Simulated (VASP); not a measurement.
Given:

```
CELL_PARAMETERS angstrom
      0.00000     2.93889     2.93889
      2.93889     0.00000     2.93889
      2.93889     2.93889     0.00000
ATOMIC_POSITIONS crystal
  Cd 0.00000 0.00000 0.00000
  S  0.25000 0.25000 0.25000
```

These are TPSS meta-GGA, VASP's PBE PAW potentials (set 64) (plane waves; VASP) values and carry that method's errors. Numerical set-up: 520 eV cut-off, 8×8×8 Γ-centred mesh, Gaussian smearing of 0.050 eV, potentials Cd S.

Task: Estimate the energy per atom (σ→0), pressure, band gap (on the k-mesh) with the smallest direct gap where there is one.

Result: 
```json
{
  "band gap (on the k-mesh)": "1.29 eV",
  "smallest direct gap (on the k-mesh)": "1.29 eV",
  "energy per atom (σ→0)": "-9.753 eV/atom",
  "pressure": "17.6 kbar"
}
```

The absolute energy has meaning only against runs of the same code, potentials and settings.

The compound is CdS in the zinc blende structure, a metastable form; wurtzite is the usual one. This cell is one point of a volume scan, at 0.97 of the reference volume.
